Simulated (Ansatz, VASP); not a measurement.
## Cross-check of NiPt (NiPt in the L10 ordering) between VASP and Ansatz

Wanted: the spread between two codes on one cell, functional and k mesh. The cell is generated by rule, not measured, and may not be a known phase. The cell is taken from a series of runs on this material, whose earlier steps may have relaxed, scaled, displaced or heated it; both programs get it as it stands.

Program: Ansatz 0.2.0. Level of theory: plane waves, with VASP 6.6.1 beside it; relaxation of cell and atoms at PBEsol and zone-centre phonons at PBEsol. Results are calculated unless marked as measured.

The structure was built from a prototype and need not be the compound's stable phase.

**1. Starting point**

Symmetry: P4/mmm, No. 123, tetragonal system. The conventional cell has a = 2.679 Å, b = 2.679 Å, c = 3.578 Å, α = 90.00°, β = 90.00°, γ = 90.00°. Nearest to Ni lie 8 Pt at 2.61 Å and 4 Ni at 2.68 Å. Pt has 8 Ni at 2.61 Å and 4 Pt at 2.68 Å nearest. Farther neighbours are not listed.

Structure file:

```cif
data_structure
_symmetry_space_group_name_H-M 'P 1'
_symmetry_Int_Tables_number 1
_cell_length_a 2.6793
_cell_length_b 2.6793
_cell_length_c 3.5783
_cell_angle_alpha 90.000
_cell_angle_beta 90.000
_cell_angle_gamma 90.000
_cell_volume 25.69
loop_
_atom_site_label
_atom_site_type_symbol
_atom_site_fract_x
_atom_site_fract_y
_atom_site_fract_z
_atom_site_occupancy
Ni1 Ni 0.00000 0.00000 0.00000 1
Pt2 Pt 0.50000 0.50000 0.50000 1
```

**2. Ansatz: relaxation of cell and atoms, PBEsol**

Ansatz runs on its default PAW (the set named soft_2) files.

The relaxed volume is the usual yardstick between codes: in a stiff, nearly cubic crystal its relative difference is about their pressure difference at one cell divided by the bulk modulus.

File input.yaml:

```yaml
crystal:
  lattice:
    - [2.6793029123, 0.0, 0.0]
    - [0.0, 2.6793029123, 0.0]
    - [0.0, 0.0, 3.5782748151]
  atoms:
    - { symbol: Ni, position: [0.0, 0.0, 0.0], spin: 0.78 }
    - { symbol: Pt, position: [0.5, 0.5, 0.5], spin: 0.37 }
kpoints:
  mp_grid: { grid: [12, 12, 8] }
hamiltonian:
  xc: pbesol
scf:
  occupations: { method: gaussian, width: 0.15 }
output:
  forces: true
  stress: true
  eigenvalues: true
  populations: true
magnetization:
  spin_polarized: true
relax:
  adjacent_minimum: "off"
  f_tol: 0.001
  max_steps: 60
  cell: { stress_tol: 0.01 }
```

Started as:

```bash
$ ansatz run input.yaml --threads 4 --pin off --max-ram 8192MiB --backend cpu --events-out ev --progress --plain --runs-dir out
```

Numbers of over 12 decimals in the logs are rounded to 6 here.

What it wrote:

```text
Engine: ansatz 0.2.0, aarch64-unknown-linux-gnu
Pseudopotentials: kind: paw
Pseudopotential: Ni, paw, valence charge 18, recommended cutoff 420 eV (normal), Ni.paw.azcp
Pseudopotential: Pt, paw, valence charge 18, recommended cutoff 420 eV (normal), Pt.paw.azcp
Functional definition: PBEsol
  exchange = pbesol_x
  correlation = pbesol_c
Crystal: 2 atoms, lattice volume = 25.687 Å³
Basis set: ecut = 420 eV, 511 PW (Γ), exchange–correlation on 36×36×48 points (8 copies of the dense FFT grid, shifted against one another)
Bands: 23, of which v1, the nominal top of the filled ones, is band 18 counted from 1 (17 counted from 0)
Symmetry: 16 space group operations
Space group: P4/mmm (ITA 123), of the structure as read, at distance tolerance 3.0e-5 Å
Magnetic group: BNS 123.339 (UNI 999), of the structure as read, at distance tolerance 3.0e-5 Å
k-points: 140 of 1152
Non-local potential: Ni, projectors of the file, l = 0: 3, l = 1: 2, l = 2: 3, l = 3: 1
Non-local potential: Pt, projectors of the file, l = 0: 3, l = 1: 2, l = 2: 2, l = 3: 1
PAW form: soft (Blöchl's): semilocal exchange-correlation on the pseudo side does not see the compensation charge
PAW frozen core: Ni, regenerated for the run's functional, and the local potential with it (the file was generated under x = pbe(κ = 0.804, μ = 0.219515), c = pbe(β = 0.066725))
PAW frozen core: Pt, regenerated for the run's functional, and the local potential with it (the file was generated under x = pbe(κ = 0.804, μ = 0.219515), c = pbe(β = 0.066725))
PAW one-centre angular grid: Ni, 590 points (default); XC on 64 Gauss nodes
PAW one-centre angular grid: Pt, 590 points (default); XC on 64 Gauss nodes
Initial density: superposition of atomic densities (chi_scale 0.1, normalization cell)
Starting moments: Σ|m| = 1.15 μB on 2 of 2 sites
Initial wavefunctions: pseudopotential atomic-orbital guess
Functional: x = pbesol(κ = 0.804, μ = 0.123457), c = pbesol(β = 0.046)
SCF iter   1: F=—  HF=-18188.084348 eV  |F-HF|=—  |Δ(HF+E_count)|=         —  Δρ=5.01e-2 (↑4.37e-2 ↓5.01e-2)  dr2=2.45e0  dr2_m=5.11e-2  M=1.098 μB ∫|m|=1.124 μB  β_m=0.30  ethr=3.10e-3  ⟨swp⟩=4.8  Hψ=23605  notcnv=0
Mixer restart at iter 1: flushing history
preconditioner: auto → none  [metal: Δε(μ)=0.000 eV  Ē_g=10.239 eV  σ=0.150 eV  W_gap=0.00  n_scr=6 (ndim 8)  ℏωp=32.8 eV  f_vac=0.000  D(μ)=3.42/eV (n_scr^D=48)  sad-step TF]
SCF iter   2: F=—  HF=-18188.289416 eV  |F-HF|=—  |Δ(HF+E_count)|=   2.05e-1  Δρ=3.68e-2 (↑3.65e-2 ↓3.68e-2)  dr2=1.76e0  dr2_m=1.67e-2  M=1.075 μB ∫|m|=1.110 μB  β_m=0.52  ethr=3.10e-3  ⟨swp⟩=2.0  Hψ=9844  notcnv=0  defer=87
SCF iter   3: F=—  HF=-18189.708858 eV  |F-HF|=—  |Δ(HF+E_count)|=    1.42e0  Δρ=8.31e-2 (↑6.03e-2 ↓8.31e-2)  dr2=4.22e0  dr2_m=3.65e-2  M=1.136 μB ∫|m|=1.192 μB  β_m=0.43  ethr=3.10e-3  ⟨swp⟩=3.5  Hψ=13876  notcnv=0  defer=88  recentre
SCF iter   4: F=—  HF=-18188.921013 eV  |F-HF|=—  |Δ(HF+E_count)|=   7.88e-1  Δρ=9.31e-3 (↑8.67e-3 ↓9.31e-3)  dr2=5.46e-2  dr2_m=1.14e-3  M=1.061 μB ∫|m|=1.124 μB  β_m=0.58  ethr=3.10e-3  ⟨swp⟩=2.7  Hψ=12135  notcnv=0  defer=100
SCF iter   5: F=—  HF=-18188.960143 eV  |F-HF|=—  |Δ(HF+E_count)|=         —  Δρ=8.66e-3 (↑1.47e-3 ↓8.66e-3)  dr2=1.86e-2  dr2_m=3.90e-3  M=1.023 μB ∫|m|=1.093 μB  β_m=0.58  ethr=1.52e-4  ⟨swp⟩=1.7  Hψ=9854  notcnv=0  defer=100
Mixer restart at iter 5: flushing history
SCF iter   6: F=—  HF=-18188.988444 eV  |F-HF|=—  |Δ(HF+E_count)|=   2.83e-2  Δρ=1.18e-2 (↑6.04e-3 ↓1.18e-2)  dr2=6.31e-2  dr2_m=2.46e-3  M=1.072 μB ∫|m|=1.146 μB  β_m=0.36  ethr=5.16e-5  ⟨swp⟩=2.0  Hψ=12241  notcnv=0  defer=101  recentre
SCF iter   7: F=—  HF=-18188.971124 eV  |F-HF|=—  |Δ(HF+E_count)|=   1.73e-2  Δρ=6.58e-3 (↑1.09e-3 ↓6.58e-3)  dr2=7.42e-3  dr2_m=3.10e-3  M=1.013 μB ∫|m|=1.086 μB  β_m=0.17  ethr=5.16e-5  ⟨swp⟩=2.3  Hψ=12822  notcnv=0  defer=101
SCF iter   8: F=—  HF=-18188.975301 eV  |F-HF|=—  |Δ(HF+E_count)|=   4.18e-3  Δρ=1.67e-3 (↑1.67e-3 ↓1.33e-3)  dr2=1.45e-4  dr2_m=4.57e-4  M=1.018 μB ∫|m|=1.092 μB  β_m=0.47  ethr=2.06e-5  ⟨swp⟩=2.0  Hψ=7890  notcnv=0  defer=100
[...]
preconditioner: auto → none  [metal: Δε(μ)=0.002 eV  Ē_g=10.539 eV  σ=0.150 eV  W_gap=0.01  n_scr=2 (ndim 8)  ℏωp=32.8 eV  f_vac=0.000  D(μ)=3.24/eV (n_scr^D=40)]
[...]
SCF 2 converged in 7 iterations: F = -18188.978201 eV  dr2 = 2.01e-10
relax step   2: F+E_penalty+E_count = -18188.97820081 eV  Δ(F+E_penalty+E_count) = -8.950e-7 eV  max|allowed force component| = 1.854e-29 eV/Å  Δτ_max = 0.0000 Å  P = +0.004 GPa  Ω = 25.685 Å³  energy of the carried Pulay correction = +8.088e-7 eV  (7 SCF iters, dr2 threshold 7.66e-10 eV, accepted)
Initial wavefunctions: pseudopotential atomic-orbital guess (no wavefunctions were taken with the density)
[...]
SCF iter   1: F=—  HF=-18188.978200 eV  |F-HF|=—  |Δ(HF+E_count)|=         —  Δρ=1.23e-6 (↑1.23e-6 ↓7.69e-7)  dr2=6.32e-11  dr2_m=2.26e-10  M=0.977 μB ∫|m|=1.051 μB  β_m=0.65  ethr=8.86e-9  ⟨swp⟩=3.4  Hψ=44599  notcnv=0
eigensolver tolerance schedule: the retry pair's looser diagonalisation over-reported the residual by 50440.41 of it (diagonalisation noise at 0.17 of the residual, at the tolerance the schedule requests for it); recorded, not acted on — ethr = c·dr2/N_el stays at c = 1.0e-1
SCF iter   2: F=—  HF=-18188.978200 eV  |F-HF|=—  |Δ(HF+E_count)|=   3.22e-8  Δρ=1.26e-6 (↑1.26e-6 ↓6.68e-7)  dr2=5.72e-10  dr2_m=2.35e-11  M=0.977 μB ∫|m|=1.050 μB  β_m=0.30  ethr=1.76e-13 (applied; sched 1.00e-12)  ⟨swp⟩=3.1  Hψ=16447  notcnv=0
SCF iter   3: F=—  HF=-18188.978200 eV  |F-HF|=—  |Δ(HF+E_count)|=  1.42e-10  Δρ=4.29e-7 (↑4.29e-7 ↓1.55e-7)  dr2=3.26e-11  dr2_m=1.32e-11  M=0.977 μB ∫|m|=1.050 μB  β_m=0.32  ethr=1.00e-12  ⟨swp⟩=2.2  Hψ=8931  notcnv=0
SCF iter   4: F=—  HF=-18188.978200 eV  |F-HF|=—  |Δ(HF+E_count)|=  1.46e-11  Δρ=3.03e-7 (↑3.03e-7 ↓9.89e-8)  dr2=1.88e-11  dr2_m=4.98e-12  M=0.977 μB ∫|m|=1.050 μB  β_m=0.66  ethr=9.05e-14 (applied; sched 1.00e-12)  ⟨swp⟩=1.0  Hψ=6440  notcnv=0
SCF iter   5: F=—  HF=-18188.978200 eV  |F-HF|=—  |Δ(HF+E_count)|=  4.73e-11  Δρ=8.69e-8 (↑8.69e-8 ↓8.39e-8)  dr2=1.73e-12  dr2_m=1.40e-12  M=0.977 μB ∫|m|=1.050 μB  β_m=0.64  ethr=5.22e-14 (applied; sched 1.00e-12)  ⟨swp⟩=2.0  Hψ=9858  notcnv=0
SCF iter   6: F=—  HF=-18188.978200 eV  |F-HF|=—  |Δ(HF+E_count)|=  1.09e-11  Δρ=2.97e-7 (↑2.97e-7 ↓1.22e-7)  dr2=6.09e-12  dr2_m=9.73e-12  M=0.977 μB ∫|m|=1.050 μB  β_m=0.59  ethr=4.79e-15 (applied; sched 1.00e-12)  ⟨swp⟩=2.0  Hψ=11617  notcnv=0  recentre
SCF iter   7: F=—  HF=-18188.978200 eV  |F-HF|=—  |Δ(HF+E_count)|=    0.00e0  Δρ=2.21e-7 (↑2.21e-7 ↓1.04e-7)  dr2=2.91e-12  dr2_m=5.88e-12  M=0.977 μB ∫|m|=1.050 μB  β_m=0.80  ethr=1.69e-14 (applied; sched 1.00e-12)  ⟨swp⟩=1.0  Hψ=6441  notcnv=0
SCF iter   8: F=—  HF=-18188.978200 eV  |F-HF|=—  |Δ(HF+E_count)|=  3.64e-12  Δρ=1.16e-7 (↑1.16e-7 ↓5.16e-8)  dr2=8.56e-13  dr2_m=1.58e-12  M=0.977 μB ∫|m|=1.050 μB  β_m=0.90  ethr=8.08e-15 (applied; sched 1.00e-12)  ⟨swp⟩=1.3  Hψ=6566  notcnv=0
SCF iter   9: F=—  HF=-18188.978200 eV  |F-HF|=—  |Δ(HF+E_count)|=  3.64e-12  Δρ=3.73e-8 (↑3.73e-8 ↓1.03e-8)  dr2=1.54e-13  dr2_m=1.19e-13  M=0.977 μB ∫|m|=1.050 μB  β_m=0.95  ethr=2.38e-15 (applied; sched 1.00e-12)  ⟨swp⟩=1.5  Hψ=7417  notcnv=0
SCF iter  10: F=-18188.978200 eV  HF=-18188.978200 eV  |F-HF|=3.64e-12  |Δ(HF+E_count)|=  3.64e-12  Δρ=3.74e-9 (↑1.31e-9 ↓3.74e-9)  dr2=4.19e-15  dr2_m=4.00e-16  M=0.977 μB ∫|m|=1.050 μB  ethr=1.00e-12  ⟨swp⟩=2.8  Hψ=21532  notcnv=0
SCF 3 converged in 10 iterations: F = -18188.978200 eV  dr2 = 4.19e-15
relax step   3: F+E_penalty+E_count = -18188.97820036 eV  Δ(F+E_penalty+E_count) = +4.498e-7 eV  max|allowed force component| = 1.834e-29 eV/Å  Δτ_max = 0.0000 Å  P = +0.004 GPa  Ω = 25.685 Å³  stress off target by 4.82e-3 GPa  SCF on the basis re-selected at this cell (its energy is not comparable with the rows above)  (10 SCF iters)
basis re-selected at this cell: Δ(F+E_penalty+E_count) = +4.498e-7 eV, ΔP = +0.000 GPa vs the last step (what re-selecting the basis moved, of the pressure what is left beyond the Pulay correction that the steps carried, after the strain that the cell walked since its last selection, with what the two solves' SCF thresholds leave and, on support functions, any second-order correction that the steps lacked; it is no m [...]
SCF converged after 10 iterations
Magnetization: 0.9772 μB (18.4886 up, 17.5114 down)
Absolute magnetization: 1.0510 μB (∫|ρ↑−ρ↓|, with the PAW one-centre terms)
Spin contamination: 0.0089 ħ² per cell (⟨S²⟩ above its minimum at these occupations)
Per-site moments (μB) at R_I (Å): [(0.688423, 1.074881), (0.317403, 1.074881)]
Free energy (F): -18188.978200 eV
Harris-Foulkes:  -18188.978200 eV  (|F-HF|=3.64e-12)
Internal energy: -18188.941743 eV  (E = F + TS)
E sigma→0 (E₀):  -18188.959972 eV
Entropy (-TS):   -0.036457 eV (-18.229 meV/atom)
Fermi energy:    21.324098 eV
--- Per-component energies (eV) ---
  E_band       = -392.671088
  E_kinetic    = 921.127607
  E_local      = -4954.076455  (includes V_loc(G=0)·N_el)
  E_nonlocal   = 841.182701
  E_hartree    = 2014.241711
  E_xc         = -345.246107
  E_vxc        = -412.301755  (∫ρ·V_xc dr)
  E_paw        = -10912.646648  (= ΣΔE_a)
  E_vpaw       = -817.087298  (= ΣTr[D̂ρ^β])
  E_aug_tail   = 0.000694  (compensation charges beyond the density's cutoff)
  E_ewald      = -5754.009516
  E_core_change = 0.484270  (= ΣΔE_core)
  E_smearing   = -0.036457  (= −TS)
  E_closure    = -0.000000  (closes the sum)
  Σ components = -18188.978200   (vs F -18188.978200, Δ=0.00e0)
--- Forces (eV/Å), atoms counted from 1 ---
  atom   1  Ni     0.00000000     0.00000000     0.00000000
  atom   2  Pt     0.00000000     0.00000000     0.00000000
  max |Σ_I F_I| component: 3.90e-29 eV/Å
--- Stress (GPa, compression-positive) ---
        0.003865       0.000000       0.000000
        0.000000       0.003865      -0.000000
        0.000000      -0.000000       0.004823
  P = ⅓ Tr σ = 0.0042 GPa (0.042 kbar)
--- Band table (eV; the first three rows and the last of 280) ---
  k-point 0 ↑: bands = [... 14 lower, 19.6633, 20.1859, 21.1419, 21.2658, 21.2658, 24.0930, 32.1472, 33.2148, ... 1 higher]
  k-point 1 ↑: bands = [... 14 lower, 19.7076, 20.1004, 21.0704, 21.0704, 21.0903, 23.1330, 33.3454, 33.6576, ... 1 higher]
  k-point 2 ↑: bands = [... 14 lower, 19.8310, 19.8688, 20.5753, 20.5753, 20.9495, 21.2765, 34.8759, 34.8759, ... 1 higher]
  k-point 139 ↓: bands = [... 14 lower, 20.0743, 20.4001, 21.3096, 22.4352, 28.7854, 28.7854, 28.7920, 30.2262, ... 1 higher]
--- Relaxed structure (2 steps of the walk, 2 accepted, 1 SCFs on fresh bases) ---
  F+E_penalty+E_count = -18188.97820036 eV   max|allowed force component| = 1.834e-29 eV/Å   (the final SCF, on the basis selected at the relaxed cell)
  cell:  # Å, volume = 25.6852 Å³
    - [2.679205, 0, 0]
    - [0, 2.679205, 0]
    - [0, 0, 3.578253]
  atoms:
    - { symbol: Ni, position: [0, 0, 0] }
    - { symbol: Pt, position: [0.500000, 0.500000, 0.500000] }
--- Löwdin populations: 2 sites ---
  site symbol       q [e]    m [muB]
     0     Ni     17.6402     0.6647
     1     Pt     17.9830     0.3425
  spilling = 0.010467 (of n_electrons = 36.000000)
```

(Part 1 of 3 ends here.)

[Lines on the potential files, build, host, timing and source positions are cut from VASP's logs without a mark.]

[Logs are printed without paths, hosts, clocks, repeated set-up lines and the standing remarks that a program may print on its own settings, such as how far it seeks lower states.]

[Hosts, paths, dates, database ids (printed as entryN), source tags and the programs' standing remarks are cut or masked in the printed files.]
